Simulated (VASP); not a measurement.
# F2InH in VASP: notebook, part 2 of 2

VASP 6.6.1. Earlier steps stand in the parts before.

## Step 5: Electron localisation function, PBE

The input, INCAR:

```
  ALGO = Normal
  EDIFF = 1E-7
  ENCUT = 520
  GGA = PE
  ISIF = 2
  ISMEAR = 0
  LASPH = True
  LCHARG = True
  LELF = True
  LREAL = False
  LWAVE = False
  NELM = 80
  PREC = Accurate
  SIGMA = 0.01
```

The input, KPOINTS:

```
k-points
0
Gamma
  1 1 1
```

The input, POSCAR:

```
InHF2
1.0
   13.0000000000      0.0000000000      0.0000000000
    0.0000000000     12.0000000000      0.0000000000
    0.0000000000      0.0000000000     11.0000000000
F In H
2 1 1
Direct
    0.3842653800      0.4254041700      0.5329545500
    0.6177346200      0.3974125000      0.5847272700
    0.5179653800      0.4906208300      0.5029454500
    0.5427038500      0.6060875000      0.4214545500
```

Potentials or basis: VASP PAW PBE potentials, release 64 (F, In_d, H).

The run is started by

```
$ cat potpaw_PBE.64/F/POTCAR potpaw_PBE.64/In_d/POTCAR potpaw_PBE.64/H/POTCAR > POTCAR
$ mpirun -np 1 vasp_gam > vasp.out
```

OUTCAR:

```text
EDIFF = 1E-7
   ENCUT = 520
   GGA = PE
   ISIF = 2
   ISMEAR = 0
   LASPH = True
   LREAL = False
   NELM = 80
   PREC = Accurate

 ion  position               nearest neighbor table
   1  0.384  0.425  0.533-   3 1.93
   2  0.618  0.397  0.585-   3 1.93
   3  0.518  0.491  0.503-   4 1.68   1 1.93   2 1.93
   4  0.543  0.606  0.421-   3 1.68

  LATTYP: Found a simple orthorhombic cell.
 ALAT       =    11.0000000000
 B/A-ratio  =     1.0909090909
 C/A-ratio  =     1.1818181818

  Lattice vectors:

 A1 = (   0.0000000000,   0.0000000000, -11.0000000000)
 A2 = (   0.0000000000,  12.0000000000,   0.0000000000)
 A3 = (  13.0000000000,   0.0000000000,   0.0000000000)

Analysis of symmetry for initial positions (statically):
=====================================================================
 Subroutine PRICEL returns:
 Original cell was already a primitive cell.

 Routine SETGRP: Setting up the symmetry group for a
[... 146 lines left out ...]
  free energy    TOTEN  =       -14.21777387 eV

  energy without entropy =      -14.21777387  energy(sigma->0) =      -14.21777387

 E-fermi :  -7.9841     XC(G=0):  -0.6717

 val. band max:       -8.0460581535   @ k =   0.0000   0.0000   0.0000
 cond. band min:      -2.5817646361   @ k =   0.0000   0.0000   0.0000
 fundamental gap:      5.4642935174
 Fermi energy:        -7.9841447493

 k-point     1 :       0.0000    0.0000    0.0000
  band No.  band energies     occupation
      1     -27.6408      2.00000
      2     -27.6132      2.00000
      3     -19.8485      2.00000
      4     -19.7058      2.00000
      5     -19.7039      2.00000
      6     -19.5431      2.00000
[... 10 lines left out ...]
     17      -0.5325      0.00000
     18      -0.1298      0.00000

------------------------ aborting loop because EDIFF is reached ----------------------------------------

  FORCE on cell =-STRESS in cart. coord.  units (eV):
  Direction    XX          YY          ZZ          XY          YZ          ZX
  --------------------------------------------------------------------------------------
  -------------------------------------------------------------------------------------
  Total        1.5429367      0.7453318      0.3078564      0.0205546     -0.5937766      0.1740406
  in kB        1.4405934      0.6958938      0.2874362      0.0191912     -0.5543912      0.1624964
  external PRESSURE =       0.8079745 kB  Pullay stress =       0.0000000 kB

 VOLUME and BASIS-vectors are now :
 -----------------------------------------------------------------------------
  energy-cutoff  :      520.00
  volume of cell :     1716.00
      direct lattice vectors                 reciprocal lattice vectors
    13.000000000  0.000000000  0.000000000     0.076923077  0.000000000  0.000000000
     0.000000000 12.000000000  0.000000000     0.000000000  0.083333333  0.000000000
     0.000000000  0.000000000 11.000000000     0.000000000  0.000000000  0.090909091

 POSITION                                       TOTAL-FORCE (eV/Angst)
 -----------------------------------------------------------------------------------
      4.99545      5.10485      5.86250        -0.608824     -0.300557      0.134766
      8.03055      4.76895      6.43200         0.444416     -0.418313      0.337067
      6.73355      5.88745      5.53240         0.136363      0.595036     -0.392584
      7.05515      7.27305      4.63600         0.028045      0.123834     -0.079249
 -----------------------------------------------------------------------------------
    total drift:                                0.002962     -0.002183      0.000203

  FREE ENERGIE OF THE ION-ELECTRON SYSTEM (eV)
  ---------------------------------------------------
  free  energy   TOTEN  =       -14.2177738667 eV

  energy  without entropy=      -14.2177738667  energy(sigma->0) =      -14.21777387
```

OSZICAR:

```text
N       E                     dE             d eps       ncg     rms          rms(c)
DAV:   1     0.285602647408E+03    0.28560E+03   -0.84731E+03    44   0.955E+02
DAV:   2     0.705299244597E+02   -0.21507E+03   -0.21427E+03    62   0.250E+02
DAV:   3    -0.118435584543E+02   -0.82373E+02   -0.82164E+02    56   0.143E+02
[... 20 lines left out ...]
DAV:  24    -0.142177723111E+02   -0.91266E-06   -0.16256E-08    36   0.134E-03    0.316E-04
DAV:  25    -0.142177733794E+02   -0.10683E-05   -0.35606E-08    28   0.155E-03    0.191E-04
DAV:  26    -0.142177736512E+02   -0.27174E-06   -0.37706E-09    28   0.640E-04    0.140E-04
DAV:  27    -0.142177737802E+02   -0.12904E-06   -0.36472E-10    28   0.453E-04    0.598E-05
DAV:  28    -0.142177738667E+02   -0.86481E-07    0.19062E-09    28   0.249E-04
   1 F= -.14217774E+02 E0= -.14217774E+02  d E =-.126983E-18
```

stdout:

```text
POSCAR found type information on POSCAR F InH
 POSCAR found :  3 types and       4 ions
 scaLAPACK will be used
 LDA part: xc-table for (Slater+PW92), standard interpolation
 POSCAR, INCAR and KPOINTS ok, starting setup
 FFT: planning ... GRIDC
 FFT: planning ... GRID_SOFT
 FFT: planning ... GRID
 WAVECAR not read
 entering main loop
```

Run time: 5.4 min. Hardware: 1 thread of Intel Xeon Platinum 8175M at 2.50GHz (Skylake/Cascade Lake), shared host; peak memory 1.2 GiB.

What came out:

```
Free energy                     : -14.2178 eV
Largest force                   : 0.726 eV/Å
Gap between the frontier levels : 5.46 eV
```

Forces in eV/Å, atoms in the order of the input:
```
F   -0.609 -0.301  0.135
F    0.444 -0.418  0.337
In   0.136  0.595 -0.393
H    0.028  0.124 -0.079
```

Caveat: spin-orbit coupling is left out, which moves the levels of the heavy elements.

## Step 6: The runs side by side

```csv
task,level,cell,gap on the mesh (eV),largest force (eV/Å)
single point,PBE,"atoms moved at random, drawn with an rms of 0.05 Å",5.33,0.98
relaxation of the atoms,PBE,"atoms relaxed from: atoms moved at random, drawn with an rms of 0.02 Å",5.27,0.02
atomic charges,PBE+TS,as given,5.46,0.73
electron localisation function,PBE,as given,5.46,0.73
```

Alike in all rows: potentials or basis VASP PAW PBE potentials, release 64 (F, In_d, H); no spin polarisation; k mesh 1 × 1 × 1; cutoff (eV) 520; smearing gaussian 0.01 eV.

Caveats: spin-orbit coupling is left out, which moves the levels of the heavy elements.

Total energies depend on the potentials used, so only differences within one code and one set of settings carry meaning.
